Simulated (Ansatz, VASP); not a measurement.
# Ni (Ni wire along [110], 14 atoms a period): VASP beside Ansatz

Aim: how closely do two programs agree when they are given the same cell, functional and k mesh? The cell is taken from a series of runs on this material, whose earlier steps may have relaxed, scaled, displaced or heated it; both programs get it as it stands.

Program: Ansatz 0.2.0. Level of theory: plane waves, with VASP 6.6.1 beside it; single point at PBEsol. Results are calculated unless marked as measured.

### 1. Starting point

The cell holds 14 atoms: 14 Ni. Cell: a = 13.840 Å, b = 14.267 Å, c = 2.425 Å, α = 90.0°, β = 90.0°, γ = 90.0°. Vacuum lies along a and b. The structure's axis is c.

Structure file:

```cif
data_structure
_symmetry_space_group_name_H-M 'P 1'
_symmetry_Int_Tables_number 1
_cell_length_a 13.8400
_cell_length_b 14.2670
_cell_length_c 2.4247
_cell_angle_alpha 90.000
_cell_angle_beta 90.000
_cell_angle_gamma 90.000
_cell_volume 478.78
loop_
_atom_site_label
_atom_site_type_symbol
_atom_site_fract_x
_atom_site_fract_y
_atom_site_fract_z
_atom_site_occupancy
Ni1 Ni 0.37170 0.67403 0.00000 1
Ni2 Ni 0.37251 0.50000 0.00000 1
Ni3 Ni 0.62830 0.67403 0.00000 1
Ni4 Ni 0.62749 0.50000 0.00000 1
Ni5 Ni 0.25051 0.41409 0.50000 1
Ni6 Ni 0.25051 0.58591 0.50000 1
Ni7 Ni 0.50000 0.24653 0.50000 1
Ni8 Ni 0.50000 0.41359 0.50000 1
Ni9 Ni 0.50000 0.58641 0.50000 1
Ni10 Ni 0.50000 0.75347 0.50000 1
Ni11 Ni 0.74949 0.41409 0.50000 1
Ni12 Ni 0.74949 0.58591 0.50000 1
Ni13 Ni 0.37170 0.32597 0.00000 1
Ni14 Ni 0.62830 0.32597 0.00000 1
```

### 2. Ansatz: single point, PBEsol

Ansatz runs on its default PAW (the set named soft_2) files.

A single point gives forces, pressure and levels at one fixed geometry, so differences don't come from the geometry; what else differs is listed under the comparison.

input.yaml

```yaml
crystal:
  lattice:
    - [13.84, 0.0, 0.0]
    - [0.0, 14.267, 0.0]
    - [0.0, 0.0, 2.4247375246]
  atoms:
    - { symbol: Ni, position: [0.371697373, 0.674031983, 0.0], spin: 0.73 }
    - { symbol: Ni, position: [0.372513924, 0.5, 0.0], spin: 0.74 }
    - { symbol: Ni, position: [0.628302627, 0.674031983, 0.0], spin: 0.73 }
    - { symbol: Ni, position: [0.627486076, 0.5, 0.0], spin: 0.74 }
    - { symbol: Ni, position: [0.25051259, 0.414085396, 0.5], spin: 0.75 }
    - { symbol: Ni, position: [0.25051259, 0.585914604, 0.5], spin: 0.75 }
    - { symbol: Ni, position: [0.5, 0.246526142, 0.5], spin: 0.74 }
    - { symbol: Ni, position: [0.5, 0.413587128, 0.5], spin: 0.73 }
    - { symbol: Ni, position: [0.5, 0.586412872, 0.5], spin: 0.73 }
    - { symbol: Ni, position: [0.5, 0.753473858, 0.5], spin: 0.74 }
    - { symbol: Ni, position: [0.74948741, 0.414085396, 0.5], spin: 0.75 }
    - { symbol: Ni, position: [0.74948741, 0.585914604, 0.5], spin: 0.75 }
    - { symbol: Ni, position: [0.371697373, 0.325968017, 0.0], spin: 0.73 }
    - { symbol: Ni, position: [0.628302627, 0.325968017, 0.0], spin: 0.73 }
magnetization:
  spin_polarized: true
kpoints:
  mp_grid: { grid: [1, 1, 25] }
  band_path: { path: ["Γ", Z], npoints: 50 }
scf:
  occupations: { method: fermi_dirac, width: 0.05 }
hamiltonian:
  xc: pbesol
```

Command:

```console
ansatz run input.yaml --threads 4 --pin off --max-ram 16384MiB --backend cpu --events-out ev --progress --plain --runs-dir out
```

Numbers of over 12 decimals in the logs are rounded to 6 here.

The log of the run:

```text
Engine: ansatz 0.2.0, aarch64-unknown-linux-gnu
Pseudopotentials: kind: paw
Pseudopotential: Ni, paw, valence charge 18, recommended cutoff 420 eV (normal), Ni.paw.azcp
Functional definition: PBEsol
  exchange = pbesol_x
  correlation = pbesol_c
Crystal: 14 atoms, lattice volume = 478.777 Å³
Basis set: ecut = 420 eV, 9277 PW (Γ)
Bands: 158, of which v1, the nominal top of the filled ones, is band 126 counted from 1 (125 counted from 0)
Symmetry: 8 space group operations
Space group: Pmmm (ITA 47), of the structure as read, at distance tolerance 7.8e-5 Å
Magnetic group: BNS 47.249 (UNI 347), of the structure as read, at distance tolerance 7.8e-5 Å
k-points: 13 of 25
Non-local potential: Ni, projectors of the file, l = 0: 3, l = 1: 2, l = 2: 3, l = 3: 1
PAW form: soft (Blöchl's): semilocal exchange-correlation on the pseudo side does not see the compensation charge
PAW frozen core: Ni, regenerated for the run's functional, and the local potential with it (the file was generated under x = pbe(κ = 0.804, μ = 0.219515), c = pbe(β = 0.066725))
PAW one-centre angular grid: Ni, 590 points (default); XC on 64 Gauss nodes
Initial density: superposition of atomic densities (neutral atoms: chi_scale 0, normalization atom)
Starting moments: Σ|m| = 10.34 μB on 14 of 14 sites
Initial wavefunctions: pseudopotential atomic-orbital guess
Functional: x = pbesol(κ = 0.804, μ = 0.123457), c = pbesol(β = 0.046)
SCF iter   1: F=—  HF=-81245.678072 eV  |F-HF|=—  |Δ(HF+E_count)|=         —  Δρ=3.55e-2 (↑2.04e-2 ↓3.55e-2)  dr2=1.91e1  dr2_m=2.32e0  M=12.188 μB ∫|m|=12.811 μB  β_m=0.30  ethr=3.10e-3  ⟨swp⟩=8.4  Hψ=19653  notcnv=0  defer=211
Mixer restart at iter 1: flushing history
preconditioner: auto → LDOS  [metal: Δε(μ)=0.004 eV  Ē_g=6.805 eV  σ=0.050 eV  W_gap=0.02  n_scr=96 (ndim 8)  ℏωp=20.1 eV  f_vac=0.586  D(μ)=32.30/eV (n_scr^D=366)]
spin=Collinear: LDOS preconditioning applied to the charge; magnetization (m = ρ↑ − ρ↓) channel mixes plain (no charge-response kernel on spin).
SCF iter   2: F=—  HF=-81246.448898 eV  |F-HF|=—  |Δ(HF+E_count)|=   7.71e-1  Δρ=2.40e-2 (↑2.40e-2 ↓1.04e-2)  dr2=4.55e0  dr2_m=6.76e-1  M=11.418 μB ∫|m|=12.205 μB  β_m=0.35  ethr=3.10e-3  ⟨swp⟩=2.4  Hψ=6934  notcnv=0  defer=411
SCF iter   3: F=—  HF=-81252.553113 eV  |F-HF|=—  |Δ(HF+E_count)|=    6.10e0  Δρ=9.60e-3 (↑9.60e-3 ↓7.94e-3)  dr2=6.61e-1  dr2_m=2.51e-1  M=11.272 μB ∫|m|=12.211 μB  β_m=0.43  ethr=1.81e-3  ⟨swp⟩=3.0  Hψ=6855  notcnv=0  defer=418
SCF iter   4: F=—  HF=-81256.754963 eV  |F-HF|=—  |Δ(HF+E_count)|=    4.20e0  Δρ=6.71e-3 (↑3.76e-3 ↓6.71e-3)  dr2=3.60e-1  dr2_m=2.75e-2  M=10.452 μB ∫|m|=11.618 μB  β_m=0.70  ethr=2.62e-4  ⟨swp⟩=3.0  Hψ=6534  notcnv=0  defer=418
SCF iter   5: F=—  HF=-81258.265659 eV  |F-HF|=—  |Δ(HF+E_count)|=    1.51e0  Δρ=6.77e-3 (↑2.26e-3 ↓6.77e-3)  dr2=2.23e-1  dr2_m=3.37e-2  M=9.983 μB ∫|m|=11.268 μB  β_m=0.85  ethr=1.43e-4  ⟨swp⟩=2.5  Hψ=6388  notcnv=0  defer=425
SCF iter   6: F=—  HF=-81258.416768 eV  |F-HF|=—  |Δ(HF+E_count)|=   1.51e-1  Δρ=6.43e-3 (↑2.31e-3 ↓6.43e-3)  dr2=2.15e-1  dr2_m=2.22e-2  M=9.786 μB ∫|m|=11.068 μB  β_m=0.79  ethr=8.84e-5  ⟨swp⟩=2.3  Hψ=6598  notcnv=0  defer=451
SCF iter   7: F=—  HF=-81258.390133 eV  |F-HF|=—  |Δ(HF+E_count)|=   2.66e-2  Δρ=9.06e-4 (↑9.06e-4 ↓7.19e-4)  dr2=7.49e-3  dr2_m=9.64e-4  M=9.794 μB ∫|m|=11.087 μB  β_m=0.69  ethr=8.52e-5  ⟨swp⟩=2.0  Hψ=6207  notcnv=0  defer=451
SCF iter   8: F=—  HF=-81258.390117 eV  |F-HF|=—  |Δ(HF+E_count)|=   1.61e-5  Δρ=5.39e-4 (↑2.54e-4 ↓5.39e-4)  dr2=8.38e-4  dr2_m=4.90e-4  M=9.805 μB ∫|m|=11.092 μB  β_m=0.82  ethr=2.97e-6  ⟨swp⟩=3.1  Hψ=9065  notcnv=0  defer=452
SCF iter   9: F=—  HF=-81258.390514 eV  |F-HF|=—  |Δ(HF+E_count)|=   3.96e-4  Δρ=3.27e-4 (↑9.05e-5 ↓3.27e-4)  dr2=6.50e-4  dr2_m=1.06e-4  M=9.816 μB ∫|m|=11.099 μB  β_m=0.73  ethr=3.32e-7  ⟨swp⟩=2.2  Hψ=6047  notcnv=0  defer=452
SCF iter  10: F=—  HF=-81258.390493 eV  |F-HF|=—  |Δ(HF+E_count)|=   2.10e-5  Δρ=1.94e-4 (↑5.77e-5 ↓1.94e-4)  dr2=1.86e-4  dr2_m=2.45e-5  M=9.815 μB ∫|m|=11.097 μB  β_m=0.60  ethr=2.58e-7  ⟨swp⟩=2.0  Hψ=5694  notcnv=0  defer=452
SCF iter  11: F=—  HF=-81258.390443 eV  |F-HF|=—  |Δ(HF+E_count)|=   4.91e-5  Δρ=3.21e-5 (↑2.11e-5 ↓3.21e-5)  dr2=1.09e-5  dr2_m=1.33e-6  M=9.811 μB ∫|m|=11.093 μB  β_m=0.56  ethr=7.38e-8  ⟨swp⟩=2.0  Hψ=5745  notcnv=0  defer=452
SCF iter  12: F=—  HF=-81258.390448 eV  |F-HF|=—  |Δ(HF+E_count)|=   4.53e-6  Δρ=1.66e-5 (↑1.39e-5 ↓1.66e-5)  dr2=2.27e-6  dr2_m=5.07e-7  M=9.812 μB ∫|m|=11.094 μB  β_m=0.67  ethr=4.33e-9  ⟨swp⟩=2.0  Hψ=6059  notcnv=0  defer=452
SCF iter  13: F=—  HF=-81258.390451 eV  |F-HF|=—  |Δ(HF+E_count)|=   2.76e-6  Δρ=1.51e-5 (↑5.53e-6 ↓1.51e-5)  dr2=1.08e-6  dr2_m=2.41e-7  M=9.812 μB ∫|m|=11.094 μB  β_m=0.70  ethr=9.01e-10  ⟨swp⟩=2.0  Hψ=5752  notcnv=0  defer=452
SCF iter  14: F=—  HF=-81258.390451 eV  |F-HF|=—  |Δ(HF+E_count)|=   6.08e-7  Δρ=3.04e-6 (↑9.04e-7 ↓3.04e-6)  dr2=5.00e-8  dr2_m=1.43e-8  M=9.813 μB ∫|m|=11.094 μB  β_m=0.73  ethr=4.30e-10  ⟨swp⟩=2.0  Hψ=6007  notcnv=0  defer=452
SCF iter  15: F=-81258.390451 eV  HF=-81258.390451 eV  |F-HF|=3.00e-8  |Δ(HF+E_count)|=   1.29e-8  Δρ=2.03e-6 (↑1.04e-6 ↓2.03e-6)  dr2=3.24e-8  dr2_m=2.48e-9  M=9.813 μB ∫|m|=11.094 μB  ethr=1.98e-11  ⟨swp⟩=12.9  Hψ=18537  notcnv=0
SCF 1 converged in 15 iterations: F = -81258.390451 eV  dr2 = 3.24e-8
  greatest PAW one-centre occupation: 1.002 electrons in one spin orbital (limit 2), on the Ni atom at site 10 (counted from 0), in its partial waves of l = 1
NSCF: frozen V_eff on 51 k-points
SCF converged after 15 iterations
Magnetization: 9.8126 μB (130.9063 up, 121.0937 down)
Absolute magnetization: 11.1045 μB (∫|ρ↑−ρ↓|, with the PAW one-centre terms)
Spin contamination: 0.1372 ħ² per cell (⟨S²⟩ above its minimum at these occupations)
Per-site moments (μB) at R_I (Å): [(0.726170, 0.998839), (0.737623, 0.995426), (0.726170, 0.998839), (0.737623, 0.995426), (0.754270, 0.995426), (0.754270, 0.995426), (0.733509, 0.983177), (0.733865, 0.983177), (0.733865, 0.983177), (0.733509, 0.983177), (0.754270, 0.995426), (0.754270, 0.995426), (0.726170, 0.998839), (0.726170, 0.998839)]
Free energy (F): -81258.390451 eV
Harris-Foulkes:  -81258.390451 eV  (|F-HF|=3.00e-8)
Internal energy: -81258.151441 eV  (E = F + TS)
E sigma→0 (E₀):  -81258.270946 eV
Entropy (-TS):   -0.239010 eV (-17.072 meV/atom)
Fermi energy:    2.519868 eV
--- Per-component energies (eV) ---
  E_band       = -7851.839036
  E_kinetic    = 3949.286689
  E_local      = -255460.262802  (includes V_loc(G=0)·N_el)
  E_nonlocal   = 8946.378611
  E_hartree    = 121797.267396
  E_xc         = -1165.241106
  E_vxc        = -1507.135922  (∫ρ·V_xc dr)
  E_paw        = -22354.831133  (= ΣΔE_a)
  E_vpaw       = -7374.624901  (= ΣTr[D̂ρ^β])
  E_aug_tail   = 0.007283  (compensation charges beyond the density's cutoff)
  E_ewald      = 63026.481578
  E_core_change = 2.762044  (= ΣΔE_core)
  E_smearing   = -0.239010  (= −TS)
  E_closure    = -0.000000  (closes the sum)
  Σ components = -81258.390451   (vs F -81258.390451, Δ=0.00e0)
--- Band table (eV; the first three rows and the last of 26) ---
  k-point 0 ↑: bands = [... 122 lower, 1.7276, 1.7425, 1.7643, 1.8886, 1.9037, 1.9057, 1.9196, 1.9269, ... 28 higher]
  k-point 1 ↑: bands = [... 122 lower, 1.6952, 1.7608, 1.7740, 1.8093, 1.8821, 1.8882, 1.8994, 1.9202, ... 28 higher]
  k-point 2 ↑: bands = [... 122 lower, 1.7109, 1.7804, 1.7963, 1.8239, 1.8273, 1.8441, 1.8655, 1.8703, ... 28 higher]
  k-point 12 ↓: bands = [... 122 lower, 2.8622, 2.9481, 2.9567, 2.9945, 3.7270, 3.9436, 4.1628, 4.5228, ... 28 higher]
```

Reading the cycles: dr2 is the Hartree energy of the density residual (eV), the measure of convergence; HF is the Harris–Foulkes estimate of the energy, which meets the free energy F at convergence.

(Continued in part 2 of 2.)

[Lines on the potential files, build, host, timing and source positions are cut from VASP's logs without a mark.]

[Logs are printed without paths, hosts, clocks, repeated set-up lines and the standing remarks that a program may print on its own settings, such as how far it seeks lower states.]

[Hosts, paths, dates, database ids (printed as entryN), source tags and the programs' standing remarks are cut or masked in the printed files.]
